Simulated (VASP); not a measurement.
Consider the following.

```
CELL_PARAMETERS angstrom
      0.00000     3.23000     3.23000
      3.23000     0.00000     3.23000
      3.23000     3.23000     0.00000
ATOMIC_POSITIONS crystal
  Hg 0.00000 0.00000 0.00000
  Te 0.25000 0.25000 0.25000
```

These are PBE GGA, VASP's PBE PAW potentials (set 64) (plane waves; VASP) values and carry that method's errors. Run with 520 eV cut-off, 7×7×7 Γ-centred mesh, Gaussian smearing of 0.050 eV, potentials Hg Te.

Question: Give the stress tensor in GPa (positive for a compressed cell).

Answer: 
```
3.84  0.00  0.00
0.00  3.84  0.00
0.00  0.00  3.84
```
The pressure is its mean diagonal, 3.84 GPa.

The compound is HgTe in the zinc blende structure. The cell was not relaxed at this level. The run is one of a series of settings (ENCUT = 520 against the base run), some of them coarse on purpose.
